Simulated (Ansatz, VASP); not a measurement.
# MgCdS4 in VASP and in Ansatz

```
CELL_PARAMETERS angstrom
4.11803 0.00000 0.00000
0.00000 4.11803 0.00000
0.00000 0.00000 7.23771
ATOMIC_POSITIONS crystal
Mg 0.50000 0.50000 0.50000
Cd 0.00000 0.00000 0.00000
S 0.50000 0.00000 0.00000
S 0.00000 0.50000 0.00000
S 0.00000 0.00000 0.27370
S 0.00000 0.00000 0.72630
```

Change from the starting cell: species swapped into the AlTlF4 type (P4/mmm, No. 123).

Alike in both runs: task single point; functional PBE; k mesh 4 × 4 × 4; occupations gaussian, width 0.1 eV; no spin polarisation.

```csv
,VASP,Ansatz
version,VASP 6.6.1,Ansatz 0.2.0
potentials or method,"VASP PAW PBE potentials, release 64 (Mg, Cd, S)","scalar-relativistic, plane waves, PAW"
plane-wave cutoff (eV),520,420
valence electrons in the cell,38,54
```

|  | VASP | Ansatz | Ansatz less VASP |
| --- | --- | --- | --- |
| gap on the k mesh at the Fermi level (eV) | none | none | - |
| rms of the force components (eV/Å) | 4.598 | 4.435 | -0.1621 |

Atom by atom the forces differ by 0.162 eV/Å (rms over components). A gap of «none» marks a metal or a gap that the smearing closes. The two sets of potentials don't hold the same shells in valence.

Caveats: the k mesh is coarse (spacing up to 0.38 Å⁻¹), so the values aren't converged; forces of over 1 eV/Å show positions far from the minimum, so gaps and moduli don't describe the material at rest.
